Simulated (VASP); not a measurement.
```yaml
crystal:
  lattice:
    - [0.00000, 2.58464, 2.58464]
    - [2.58464, 0.00000, 2.58464]
    - [2.58464, 2.58464, 0.00000]
  atoms:
    - { symbol: Sr, position: [0.00000, 0.00000, 0.00000] }
    - { symbol: O, position: [0.50000, 0.50000, 0.50000] }
```

These are r2SCAN meta-GGA, VASP's PBE PAW potentials (set 64) (plane waves; VASP) values and carry that method's errors. Settings: 520 eV cut-off, 10×10×10 Γ-centred mesh, tetrahedra with Blöchl corrections, potentials Sr_sv O.

Give the energies of bands 6 to 11 at the high-symmetry points, in eV from the valence-band maximum.

```
band     Γ      X      U      L      W
----  ----  -----  -----  -----  -----
6     0.00  -0.46  -0.92  -2.09  -1.09
7     0.00  -0.10  -0.56  -1.10  -0.44
8     0.00  -0.10  -0.49  -1.10  -0.44
9     4.54   3.75   5.26   7.04   6.51
10    6.74   8.40   8.42   8.95   6.51
11    6.74  10.81   9.32   9.39   9.20
```

The gap is indirect, 3.75 eV, from the valence maximum at Γ to the conduction minimum at X.

The compound is SrO in the rock salt structure. It was relaxed first.
